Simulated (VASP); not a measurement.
Given:

```yaml
crystal:
  lattice:
    - [1.73103, 0.99941, 2.82746]
    - [-1.73103, 0.99941, 2.82746]
    - [0.00000, -1.99882, 2.82746]
  atoms:
    - { symbol: Y, position: [0.75002, 0.75002, 0.75002] }
    - { symbol: N, position: [0.24998, 0.24998, 0.24998] }
```

All values below come from r2SCAN meta-GGA, VASP's PBE PAW potentials (set 64) (plane waves; VASP). Settings: 520 eV cut-off, 10×10×10 Γ-centred mesh, tetrahedra with Blöchl corrections, potentials Y_sv N.

**Question.** Give the energies of bands 6 to 11 at the high-symmetry points, in eV from the valence-band maximum.

**Answer.** 
```json
[
 {"band": "6", "Γ": "0.00", "T": "-4.04", "H2": "-2.18", "L": "-4.04", "S0": "-2.23", "F": "-1.54"},
 {"band": "7", "Γ": "0.00", "T": "-2.28", "H2": "-1.54", "L": "-2.28", "S0": "-1.61", "F": "-0.41"},
 {"band": "8", "Γ": "0.00", "T": "-2.28", "H2": "-1.54", "L": "-2.28", "S0": "-1.38", "F": "-0.41"},
 {"band": "9", "Γ": "3.57", "T": "6.23", "H2": "4.46", "L": "6.23", "S0": "2.97", "F": "0.60"},
 {"band": "10", "Γ": "3.57", "T": "6.87", "H2": "4.46", "L": "6.87", "S0": "6.73", "F": "7.31"},
 {"band": "11", "Γ": "3.57", "T": "6.87", "H2": "7.79", "L": "6.87", "S0": "7.47", "F": "7.75"}
]
```

The gap is indirect, 0.60 eV, from the valence maximum at Γ to the conduction minimum at F.

The structure was generated: YN was put into the alpha-GeTe type (R3m), which need not be its known phase. It was relaxed first. The relaxed cell has space group Fm-3m.
